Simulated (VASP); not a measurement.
Runs of VASP 6.6.1 on InAs. The structure is cubic, space group F-43m (No. 216). The conventional cell has a = 6.036 Å, b = 6.036 Å, c = 6.036 Å, α = 90.00°, β = 90.00°, γ = 90.00°. Around In (site symmetry -43m) lie 4 As at 2.61 Å. As (site symmetry -43m) is surrounded by 4 In at 2.61 Å. 

```tsv
level	potentials or basis	spin	k mesh	cutoff (eV)	grid for exact exchange (PRECFOCK)	screening parameter	mesh quality	gap on the mesh (eV)	pressure (GPa)
LDA	VASP PAW LDA potentials, release 64 (In_d, As)	off	4 × 4 × 4	300	-	-	coarse	none	0.2
PBEsol	VASP PAW PBE potentials, release 64 (In_d, As)	off	9 × 9 × 9	250	-	-	not flagged	none	-
PBEsol	VASP PAW PBE potentials, release 64 (In_d, As)	SOC, no magnetisation	9 × 9 × 9	520	-	-	not flagged	-	1.6
PBEsol	VASP PAW PBE potentials, release 64 (In_d, As)	off	9 × 9 × 9	520	-	-	not flagged	none	1.6
HSE06	VASP PAW PBE potentials, release 64 (In_d, As)	off	5 × 5 × 5	520	Fast	0.2 1/A	not flagged	0.60	(b)
LDA	VASP PAW LDA potentials, release 64 (In_d, As)	off	9 × 9 × 9	520	-	-	not flagged	none	(a)
r2SCAN	VASP PAW PBE potentials, release 64 (In_d, As)	off	9 × 9 × 9	520	-	-	not flagged	0.28	2.3
```

Alike in all rows: task single point; cell as given; smearing fermi-dirac 0.05 eV.

Estimate the missing entries.

(a) -0.1; (b) 2.0.

Caveats: some runs use coarse meshes; the PAW data sets were made with another functional, which shifts forces and pressure a little (some runs); this crystal is a semiconductor, whose small gap the functional closes, so the metal is an error of the method (some runs); spin-orbit coupling is left out, which moves the levels of the heavy elements (some runs); the cutoff is under 1.25 times the usual one of these potentials, so pressure, stress and relaxed cells hold a basis-set (Pulay) error (some runs).

A k mesh can miss the band edges, and rows without SOC leave out spin-orbit coupling on As, In.

A gap of «none» marks a metal or a gap under the smearing width.

Runs at the PBE level aren't shown here.
